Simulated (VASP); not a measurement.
Output of a VASP run:

OUTCAR:
```
 ion  position               nearest neighbor table
   1  0.000  0.000  0.000-
  LATTYP: Found a body centered cubic cell.
 ALAT       =     3.4264862320
 Subroutine PRICEL returns:
 Original cell was already a primitive cell.
 Subroutine GETGRP returns: Found 48 space group operations
The static configuration has the point symmetry O_h .
The dynamic configuration has the point symmetry O_h .
 Subroutine INISYM returns: Found 48 space group operations
 Subroutine IBZKPT returns following result:
 Found    104 irreducible k-points:

 Following reciprocal coordinates:
            Coordinates               Weight
  0.000000  0.000000  0.000000      1.000000
  0.071429  0.000000  0.000000     12.000000
  0.142857  0.000000  0.000000     12.000000
  0.214286  0.000000  0.000000     12.000000
  0.285714  0.000000  0.000000     12.000000
  0.357143  0.000000  0.000000     12.000000
  0.428571  0.000000  0.000000     12.000000
  0.500000  0.000000  0.000000      6.000000
  0.071429  0.071429  0.000000     24.000000
  0.142857  0.071429  0.000000     48.000000
  0.214286  0.071429  0.000000     48.000000
  0.285714  0.071429 -0.000000     48.000000
  0.357143  0.071429  0.000000     48.000000
  0.428571  0.071429  0.000000     48.000000
  0.142857  0.142857  0.000000     24.000000
  0.214286  0.142857  0.000000     48.000000
  0.285714  0.142857  0.000000     48.000000
  0.357143  0.142857 -0.000000     48.000000
  0.428571  0.142857  0.000000     24.000000
  0.214286  0.214286  0.000000     24.000000
  0.285714  0.214286 -0.000000     48.000000
  0.357143  0.214286  0.000000     48.000000
  0.285714  0.285714  0.000000     24.000000
  0.357143  0.285714 -0.000000     24.000000
  0.071429  0.071429  0.071429      8.000000
  0.142857  0.071429  0.071429     24.000000
  0.214286  0.071429  0.071429     24.000000
  0.285714  0.071429  0.071429     24.000000
  0.357143  0.071429  0.071429     24.000000
  0.428571  0.071429  0.071429     12.000000
 -0.071429  0.071429  0.071429      6.000000
  0.142857  0.142857  0.071429     24.000000
  0.214286  0.142857  0.071429     48.000000
  0.285714  0.142857  0.071429     48.000000
  0.357143  0.142857  0.071429     48.000000
 -0.142857  0.142857  0.071429     24.000000
  0.214286  0.214286  0.071429     24.000000
  0.285714  0.214286  0.071429     48.000000
  0.357143  0.214286  0.071429     24.000000
 -0.214286  0.214286  0.071429     24.000000
   k-points           NKPTS =    104   k-points in BZ     NKDIM =    104   number of bands    NBANDS=      5
   number of dos      NEDOS =    301   number of ions     NIONS =      1
   total plane-waves  NPLWV =  13824
   dimension x,y,z NGX =    24 NGY =   24 NGZ =   24
   dimension x,y,z NGXF=    48 NGYF=   48 NGZF=   48
   ions per type =               1
   PREC   = accura    normal or accurate (medium, high low for compatibility)
   ISTART =      0    job   : 0-new  1-cont  2-samecut
   ICHARG =      2    charge: 1-file 2-atom 10-const
   ISPIN  =      1    spin polarized calculation?
   LNONCOLLINEAR =      F non collinear calculations
   LSORBIT =      F    spin-orbit coupling
   INIWAV =      1    electr: 0-lowe 1-rand  2-diag
   ENCUT  =  600.0 eV  44.10 Ry    6.64 a.u.   5.93  5.93  5.93*2*pi/ulx,y,z
   NELM   =    100;   NELMIN=  2; NELMDL= -5     # of ELM steps
   EDIFF  = 0.1E-06   stopping-criterion for ELM
   LREAL  =      F    real-space projection
   NLSPLINE    = F    spline interpolate recip. space projectors
   LMAXMIX     =    2 max onsite mixed and CHGCAR
   VOSKOWN=      0    Vosko Wilk Nusair interpolation
   EDIFFG = 0.1E-05   stopping-criterion for IOM
   NSW    =      0    number of steps for IOM
   NBLOCK =      1;   KBLOCK =      1    inner block; outer block
   IBRION =     -1    ionic relax: 0-MD 1-quasi-New 2-CG
   NFREE  =      0    steps in history (QN), initial steepest desc. (CG)
...
```

File OSZICAR:
```
       N       E                     dE             d eps       ncg     rms          rms(c)
DAV:   1     0.643621043825E+00    0.64362E+00   -0.75581E+02  1040   0.445E+02
DAV:   2    -0.184301931689E+01   -0.24866E+01   -0.24143E+01  1485   0.613E+01
DAV:   3    -0.196342644968E+01   -0.12041E+00   -0.12020E+00  1305   0.934E+00
DAV:   4    -0.196656544265E+01   -0.31390E-02   -0.31363E-02  1415   0.151E+00
DAV:   5    -0.196665389651E+01   -0.88454E-04   -0.88454E-04  1335   0.139E-01    0.340E-01
DAV:   6    -0.196500607270E+01    0.16478E-02   -0.56434E-04  1450   0.178E-01    0.192E-01
DAV:   7    -0.196430864389E+01    0.69743E-03   -0.16916E-03  1450   0.306E-01    0.319E-02
DAV:   8    -0.196433894287E+01   -0.30299E-04   -0.30664E-04  1165   0.167E-01    0.343E-03
DAV:   9    -0.196433744812E+01    0.14947E-05   -0.61886E-06  1355   0.291E-02    0.851E-04
DAV:  10    -0.196433657921E+01    0.86891E-06   -0.82483E-07  1395   0.708E-03    0.812E-04
DAV:  11    -0.196433646987E+01    0.10934E-06   -0.23877E-08   625   0.200E-03    0.100E-04
DAV:  12    -0.196433645267E+01    0.17200E-07   -0.41497E-09   565   0.807E-04
   1 F= -.19643365E+01 E0= -.19640381E+01  d E =-.895123E-03
```

### OUTCAR
```
------------------------ aborting loop because EDIFF is reached ----------------------------------------
  FORCE on cell =-STRESS in cart. coord.  units (eV):
  Direction    XX          YY          ZZ          XY          YZ          ZX
  --------------------------------------------------------------------------------------
  Total       -0.0023169     -0.0023169     -0.0023169     -0.0000000     -0.0000000     -0.0000000
  in kB       -0.1845458     -0.1845458     -0.1845458     -0.0000000     -0.0000000     -0.0000000
  external PRESSURE =      -0.1845458 kB  Pullay stress =       0.0000000 kB
  volume of cell :       20.11
      direct lattice vectors                 reciprocal lattice vectors
    -1.713243116  1.713243116  1.713243116     0.000000000  0.291844161  0.291844161
     1.713243116 -1.713243116  1.713243116     0.291844161  0.000000000  0.291844161
     1.713243116  1.713243116 -1.713243116     0.291844161  0.291844161  0.000000000
 POSITION                                       TOTAL-FORCE (eV/Angst)
 -----------------------------------------------------------------------------------
      0.00000      0.00000      0.00000        -0.000000      0.000000      0.000000
 -----------------------------------------------------------------------------------
    total drift:                               -0.000000     -0.000000      0.000000
  FREE ENERGIE OF THE ION-ELECTRON SYSTEM (eV)
  ---------------------------------------------------
  free  energy   TOTEN  =        -1.9643364527 eV

  energy  without entropy=       -1.9634413300  energy(sigma->0) =       -1.96403808
```
(Selected blocks of OUTCAR.)

File POSCAR:
```
Li
1
   -1.7132431160     1.7132431160     1.7132431160
    1.7132431160    -1.7132431160     1.7132431160
    1.7132431160     1.7132431160    -1.7132431160
Li
1
Direct
  0.0000000000   0.0000000000   0.0000000000
```

**Question.** Write an INCAR and KPOINTS that could have produced this output.

**Answer.** This is not unique; one that fits is the input of the run itself, PBEsol GGA, plane waves, VASP's PBE PAW potentials (set 64).

### KPOINTS
```
Automatic mesh
0
Gamma
14 14 14
0 0 0
```

### INCAR
```
ALGO=Normal
NELM=100
GGA=PS   ! PBEsol
SYSTEM=Li
LWAVE=.FALSE.
LCHARG=.FALSE.
PREC=Accurate
EDIFF=1E-7
SIGMA=0.1   ! width (eV)
LASPH=.TRUE.   ! aspherical one-centre terms
LREAL=.FALSE.   ! projection in real space or not
ENCUT=600
ISIF=2   ! forces and stress, cell fixed
ISMEAR=1
```

POTCAR, in this order: Li_sv (PBE.64 set). Program: vasp_std.

The compound is Li in the bcc structure. It was relaxed first, which changed the volume by -5 %.
